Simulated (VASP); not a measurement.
A convergence study with VASP on LiF (rock salt): one setting is varied, all else stays as given below, so the limit is that of these other settings.

```
LiF
1.0
    0.00000     2.01500     2.01500
    2.01500     0.00000     2.01500
    2.01500     2.01500     0.00000
Li F
1 1
Direct
  0.00000   0.00000   0.00000
  0.50000   0.50000   0.50000
```

Method: PBE GGA, VASP's PBE PAW potentials (set 64) (plane waves; VASP). The tightest run used: 700 eV cut-off, 21×21×21 Γ-centred mesh, Gaussian smearing of 0.050 eV, potentials Li_sv F.

The settings run are 1×1×1 mesh; 2×2×2 mesh; 3×3×3 mesh; 4×4×4 mesh; 5×5×5 mesh; 7×7×7 mesh; 8×8×8 mesh; 9×9×9 mesh; 10×10×10 mesh; 11×11×11 mesh; 12×12×12 mesh; 14×14×14 mesh; 15×15×15 mesh; 16×16×16 mesh; 17×17×17 mesh; 18×18×18 mesh; 20×20×20 mesh; 21×21×21 mesh. From which on does the stress (every component) stay within 0.2 GPa of the tightest run?

From 4×4×4 mesh on: it is off by 0.03 there and by no more than 0.2 in any finer run, while 3×3×3 mesh is off by 0.40.
```tsv
setting	E (eV/atom)	pressure (GPa)	irreducible k-points	difference judged (GPa)
1×1×1 mesh	-1.4711	78.94	1	77.85
2×2×2 mesh	-4.6576	6.46	3	5.36
3×3×3 mesh	-4.8117	1.49	4	0.40
4×4×4 mesh	-4.8207	1.13	8	0.03
5×5×5 mesh	-4.8214	1.08	10	0.02
7×7×7 mesh	-4.8215	1.10	20	0.00
8×8×8 mesh	-4.8216	1.10	29	0.00
9×9×9 mesh	-4.8216	1.10	35	0.00
10×10×10 mesh	-4.8216	1.10	47	0.00
11×11×11 mesh	-4.8216	1.10	56	0.00
12×12×12 mesh	-4.8215	1.10	72	0.00
14×14×14 mesh	-4.8215	1.10	104	0.00
15×15×15 mesh	-4.8216	1.10	120	0.00
16×16×16 mesh	-4.8216	1.10	145	0.00
17×17×17 mesh	-4.8215	1.10	165	0.00
18×18×18 mesh	-4.8215	1.10	195	0.00
20×20×20 mesh	-4.8215	1.10	256	0.00
21×21×21 mesh	-4.8215	1.10	286	0.00
```

Left out are rungs that failed or repeat a setting and relaxations that didn't move; long series are thinned to 24 rows.

The compound is LiF in the rock salt structure. The cell was not relaxed at this level.
